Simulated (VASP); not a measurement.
Method: LDA (Ceperley-Alder, Perdew-Zunger), VASP's LDA PAW potentials (set 64) (plane waves; VASP).

VASP ran on this input.

**KPOINTS**
```
Automatic mesh
0
Gamma
14 14 12
0 0 0
```

POSCAR:
```
CuAu
1
    2.8060322127     0.0000000000    -0.0000000000
    0.0000000000     2.8060322127    -0.0000000000
   -0.0000000000    -0.0000000000     3.5062935464
Cu Au
1 1
Direct
  0.0000000000   0.0000000000   0.0000000000
  0.5000000000   0.5000000000   0.5000000000
```

### INCAR
```
ALGO  =  Normal
EDIFF  =  1E-7
ENCUT  =  400
ISIF  =  2
ISMEAR  =  -5
LASPH  =  T
LCHARG  =  T
LMAXMIX  =  6
LORBIT  =  11
LREAL  =  F
LWAVE  =  F
NEDOS  =  601
NELM  =  100
PREC  =  Accurate
SYSTEM  =  CuAu
```

POTCAR, in this order: Cu Au (LDA.64 set). Program: vasp_std.

The run wrote:

File OSZICAR:
```
       N       E                     dE             d eps       ncg     rms          rms(c)
DAV:   1     0.112760311704E+03    0.11276E+03   -0.98200E+03  7971   0.178E+03
DAV:   2    -0.681718159604E+01   -0.11958E+03   -0.11447E+03  7777   0.305E+02
DAV:   3    -0.103690367371E+02   -0.35519E+01   -0.35203E+01  9426   0.630E+01
DAV:   4    -0.104076014153E+02   -0.38565E-01   -0.38591E-01  8711   0.552E+00
DAV:   5    -0.104088177190E+02   -0.12163E-02   -0.12169E-02 11329   0.108E+00    0.131E+01
DAV:   6    -0.972894403262E+01    0.67987E+00   -0.89542E+00  7789   0.907E+01    0.573E+00
DAV:   7    -0.936369384526E+01    0.36525E+00   -0.35162E+00  9186   0.965E+01    0.644E+00
DAV:   8    -0.928016116095E+01    0.83533E-01   -0.31539E-01  9938   0.164E+01    0.299E+00
DAV:   9    -0.926945461354E+01    0.10707E-01   -0.30189E-02 11712   0.430E+00    0.168E-01
DAV:  10    -0.926929199286E+01    0.16262E-03   -0.37212E-03  9757   0.799E-01    0.884E-02
DAV:  11    -0.926924890524E+01    0.43088E-04   -0.95443E-05 10696   0.145E-01    0.410E-02
DAV:  12    -0.926925529105E+01   -0.63858E-05   -0.61746E-06 11603   0.889E-02    0.404E-03
DAV:  13    -0.926925904229E+01   -0.37512E-05   -0.79213E-07 11436   0.251E-02    0.183E-03
DAV:  14    -0.926925726183E+01    0.17805E-05   -0.21148E-07  5183   0.173E-02    0.442E-04
DAV:  15    -0.926925757916E+01   -0.31733E-06   -0.30785E-08  4641   0.388E-03    0.206E-04
DAV:  16    -0.926925746409E+01    0.11507E-06   -0.12620E-08  4438   0.190E-03    0.914E-05
DAV:  17    -0.926925748909E+01   -0.24998E-07   -0.38722E-09  4319   0.128E-03
   1 F= -.92692575E+01 E0= -.92692575E+01  d E =0.000000E+00
```

### OUTCAR
```
------------------------ aborting loop because EDIFF is reached ----------------------------------------
  FORCE on cell =-STRESS in cart. coord.  units (eV):
  Direction    XX          YY          ZZ          XY          YZ          ZX
  --------------------------------------------------------------------------------------
  Total       -0.1142959     -0.1142959      0.0609846      0.0000000      0.0000000      0.0000000
  in kB       -6.6329658     -6.6329658      3.5391326      0.0000000      0.0000000      0.0000000
  external PRESSURE =      -3.2422663 kB  Pullay stress =       0.0000000 kB
  volume of cell :       27.61
      direct lattice vectors                 reciprocal lattice vectors
     2.806032213  0.000000000  0.000000000     0.356375096  0.000000000  0.000000000
     0.000000000  2.806032213  0.000000000     0.000000000  0.356375096  0.000000000
     0.000000000  0.000000000  3.506293546     0.000000000  0.000000000  0.285201449
 POSITION                                       TOTAL-FORCE (eV/Angst)
 -----------------------------------------------------------------------------------
      0.00000      0.00000      0.00000         0.000000      0.000000      0.000000
      1.40302      1.40302      1.75315         0.000000      0.000000      0.000000
 -----------------------------------------------------------------------------------
    total drift:                                0.000000     -0.000000     -0.000000
  FREE ENERGIE OF THE ION-ELECTRON SYSTEM (eV)
  ---------------------------------------------------
  free  energy   TOTEN  =        -9.2692574891 eV

  energy  without entropy=       -9.2692574891  energy(sigma->0) =       -9.26925749

 total charge

# of ion       s       p       d       tot
------------------------------------------
    1        0.404   0.363   9.234  10.001
    2        0.626   0.462   8.701   9.789
--------------------------------------------------
tot          1.030   0.825  17.936  19.790
```
(Selected blocks of OUTCAR.)

For a metal the tetrahedron method with Blöchl corrections gives inexact stress and forces.

The compound is CuAu in the L1_0 structure. It was relaxed first.
